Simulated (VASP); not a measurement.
**AlCl: single point with HSE(alpha, omega)**

The system is AlCl.

```
Al Cl
1.0
     0.00000    2.84863    2.84863
     2.84863    0.00000    2.84863
     2.84863    2.84863    0.00000
Al Cl
1 1
Direct
  0.50000 0.50000 0.50000
  0.00000 0.00000 0.00000
```

The cell was built by a generator and needn't be a form met in nature.

```json
{
 "Program": "VASP 6.6.1",
 "Task": "single point",
 "Functional": "HSE(alpha, omega)",
 "Potentials or basis": "VASP PAW PBE potentials, release 64 (Al, Cl)",
 "Cutoff": "520 eV",
 "k mesh": "4 × 4 × 4",
 "Occupations": "fermi-dirac, width 0.05 eV",
 "Spin": "no spin polarisation",
 "Share of exact exchange": "0.5",
 "Grid for exact exchange (PRECFOCK)": "Fast",
 "Further INCAR settings": "ALGO = Normal; EDIFF = 1e-06; NBANDS = 12"
}
```

```json
{
 "Pressure": "7.7 GPa",
 "Band gap on the k mesh": "0.65 eV, direct"
}
```

Levels at points of the mesh, in eV from the valence-band top:
| k point | band 1 | band 2 | band 3 | band 4 | band 5 | band 6 | band 7 | band 8 | band 9 | band 10 |
| --- | --- | --- | --- | --- | --- | --- | --- | --- | --- | --- |
| (0.00, 0.00, 0.00) | -21.48 | -6.48 | -6.48 | -6.48 | -5.34 | 6.55 | 6.55 | 6.55 | 6.92 | 6.92 |
| (0.50, 0.00, 0.00) | -21.01 | -10.07 | -6.68 | -6.68 | 0.00 | 0.65 | 3.31 | 3.31 | 8.56 | 11.92 |
| (0.50, 0.50, 0.00) | -20.89 | -8.90 | -7.42 | -7.42 | -4.65 | 3.40 | 5.27 | 6.53 | 6.53 | 10.77 |

Run time: 60 s on 1 thread of Intel(R) Xeon(R) Platinum 8559C (Emerald Rapids), on a shared host, peak memory 0.25 GiB.

Caveat: the k mesh is coarse (spacing up to 0.48 Å⁻¹), so the values aren't converged, least of all with exact exchange; the PAW data sets were made with another functional, which shifts forces and pressure a little. A k mesh can miss the band edges.
